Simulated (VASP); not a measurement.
OSZICAR of a VASP run on BaHfO3 (cubic perovskite):

### OSZICAR
```
       N       E                     dE             d eps       ncg     rms          rms(c)
DAV:   1     0.163989566755E+03    0.16399E+03   -0.21982E+04   460   0.165E+03
DAV:   2    -0.112547246758E+03   -0.27654E+03   -0.27266E+03   582   0.364E+02
DAV:   3    -0.124949806389E+03   -0.12403E+02   -0.12377E+02   595   0.758E+01
DAV:   4    -0.125185449390E+03   -0.23564E+00   -0.23556E+00   676   0.101E+01
DAV:   5    -0.125190364746E+03   -0.49154E-02   -0.49153E-02   628   0.885E-01    0.656E+01
DAV:   6    -0.107945640569E+03    0.17245E+02   -0.25349E+01   579   0.317E+01    0.528E+01
DAV:   7    -0.107034039996E+03    0.91160E+00   -0.30536E+00   581   0.140E+01    0.230E+01
DAV:   8    -0.110727320099E+03   -0.36933E+01   -0.18757E+00   537   0.128E+01    0.535E+00
DAV:   9    -0.105816827210E+03    0.49105E+01   -0.14668E+00   502   0.961E+00    0.414E+00
DAV:  10    -0.107094675299E+03   -0.12778E+01   -0.72167E-01   488   0.678E+00    0.225E+00
DAV:  11    -0.107086472686E+03    0.82026E-02   -0.12731E-02   593   0.102E+00    0.844E-01
DAV:  12    -0.107119605804E+03   -0.33133E-01   -0.73653E-03   636   0.789E-01    0.458E-01
DAV:  13    -0.107145101096E+03   -0.25495E-01   -0.89239E-03   544   0.976E-01    0.126E-01
DAV:  14    -0.107144747078E+03    0.35402E-03   -0.10377E-03   589   0.373E-01    0.269E-01
DAV:  15    -0.107144859202E+03   -0.11212E-03   -0.89669E-05   629   0.836E-02    0.172E-01
DAV:  16    -0.107145362023E+03   -0.50282E-03   -0.86610E-04   544   0.320E-01    0.442E-02
DAV:  17    -0.107145688178E+03   -0.32615E-03   -0.19082E-04   544   0.153E-01    0.196E-02
DAV:  18    -0.107145692996E+03   -0.48180E-05   -0.71118E-06   603   0.263E-02    0.157E-02
DAV:  19    -0.107145697089E+03   -0.40925E-05   -0.25764E-06   420   0.171E-02    0.782E-03
DAV:  20    -0.107145700001E+03   -0.29120E-05   -0.11768E-06   377   0.100E-02    0.731E-03
DAV:  21    -0.107145700368E+03   -0.36702E-06   -0.61923E-07   363   0.837E-03
   1 F= -.10714570E+03 E0= -.10714570E+03  d E =-.107146E+03
       N       E                     dE             d eps       ncg     rms          rms(c)
DAV:   1    -0.107172169606E+03   -0.26470E-01   -0.78643E-01   460   0.703E+00    0.303E+00
DAV:   2    -0.107148513950E+03    0.23656E-01   -0.11743E-01   488   0.222E+00    0.635E-01
DAV:   3    -0.107145367386E+03    0.31466E-02   -0.44216E-03   532   0.547E-01    0.416E-01
DAV:   4    -0.107144337492E+03    0.10299E-02   -0.34145E-03   568   0.468E-01    0.283E-01
DAV:   5    -0.107142336290E+03    0.20012E-02   -0.18521E-03   468   0.494E-01    0.212E-01
DAV:   6    -0.107142705969E+03   -0.36968E-03   -0.45281E-05   593   0.580E-02    0.134E-01
DAV:   7    -0.107144640268E+03   -0.19343E-02   -0.78579E-04   474   0.333E-01    0.604E-02
DAV:   8    -0.107144613927E+03    0.26341E-04   -0.89167E-05   516   0.102E-01    0.754E-02
DAV:   9    -0.107144656609E+03   -0.42682E-04   -0.30832E-05   481   0.591E-02    0.625E-02
DAV:  10    -0.107144667213E+03   -0.10604E-04   -0.86726E-06   530   0.290E-02    0.505E-02
DAV:  11    -0.107144667273E+03   -0.60450E-07   -0.29024E-07   349   0.501E-03
   2 F= -.10714467E+03 E0= -.10714467E+03  d E =0.103309E-02
       N       E                     dE             d eps       ncg     rms          rms(c)
DAV:   1    -0.107156354821E+03   -0.11688E-01   -0.27841E-01   460   0.420E+00    0.177E+00
DAV:   2    -0.107147988285E+03    0.83665E-02   -0.40822E-02   488   0.131E+00    0.372E-01
DAV:   3    -0.107146902659E+03    0.10856E-02   -0.15397E-03   532   0.323E-01    0.237E-01
DAV:   4    -0.107146546202E+03    0.35646E-03   -0.11901E-03   568   0.275E-01    0.167E-01
DAV:   5    -0.107146116755E+03    0.42945E-03   -0.63618E-04   468   0.285E-01    0.124E-01
DAV:   6    -0.107146226461E+03   -0.10971E-03   -0.16602E-05   601   0.357E-02    0.702E-02
DAV:   7    -0.107146685755E+03   -0.45929E-03   -0.23701E-04   460   0.180E-01    0.250E-02
DAV:   8    -0.107146682387E+03    0.33679E-05   -0.21812E-05   510   0.484E-02    0.367E-02
DAV:   9    -0.107146693443E+03   -0.11056E-04   -0.68872E-06   502   0.288E-02    0.251E-02
DAV:  10    -0.107146694804E+03   -0.13613E-05   -0.17948E-06   349   0.134E-02    0.194E-02
DAV:  11    -0.107146695259E+03   -0.45410E-06   -0.22198E-07   286   0.425E-03
   3 F= -.10714670E+03 E0= -.10714670E+03  d E =-.994891E-03
```

### Question
Which electronic solver shows in the log?

### Answer
It is blocked Davidson (ALGO = Normal, or the opening steps of other solvers). The INCAR had ALGO = Normal.

### Question
Can the final energy be trusted as converged?

### Answer
Self-consistency was reached. It stopped with EDIFF = 1E-6, NELM = 100, NSW = 60 and EDIFFG = -0.02 after 3 ionic steps (r2SCAN+rVV10, plane waves, VASP's PBE PAW potentials (set 64)).

The compound is BaHfO3 in the cubic perovskite structure. This run relaxes it. Symmetry was kept, so distortions that lower it aren't found.
